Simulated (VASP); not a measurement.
Here is the system:

```
AsB
1.0
    0.00000     2.38414     2.38414
    2.38414     0.00000     2.38414
    2.38414     2.38414     0.00000
B As
1 1
Cartesian
  0.00000   0.00000   0.00000
  1.19207   1.19207   1.19207
```

The numbers are results of PBE GGA, VASP's PBE PAW potentials (set 64) (plane waves; VASP), not measurements. Numerical set-up: 600 eV cut-off, 10×10×10 Γ-centred mesh, Gaussian smearing of 0.050 eV, potentials B As.

**Question.** Give the stress tensor in GPa (positive for a compressed cell).

**Answer.** 
```
4.23  0.00  0.00
0.00  4.23  0.00
0.00  0.00  4.23
```
The pressure is its mean diagonal, 4.23 GPa.

The compound is BAs in the zinc blende structure. This cell was strained or had an atom moved on purpose.
